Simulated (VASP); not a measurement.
Given:

```
Mg2Sn
1.0
    0.00000     3.37934     3.37934
    3.37934     0.00000     3.37934
    3.37934     3.37934     0.00000
Mg Sn
2 1
Direct
  0.25000   0.25000   0.25000
  0.75000   0.75000   0.75000
  0.00000   0.00000   0.00000
```

All values below come from vdW-DF-cx, VASP's PBE PAW potentials (set 64) (plane waves; VASP). Settings: 520 eV cut-off, Gaussian smearing of 0.050 eV, potentials Mg Sn_d.

Unless said otherwise, spin-orbit coupling is left out, though it shifts the bands of the heavy elements here.

Question: Estimate the band gap (along the path) with the smallest direct gap where there is one.

Answer: 
The band gap (along the path) is none (metal, semimetal or under 0.01 eV).

The compound is Mg2Sn in the antifluorite structure. It was relaxed first.
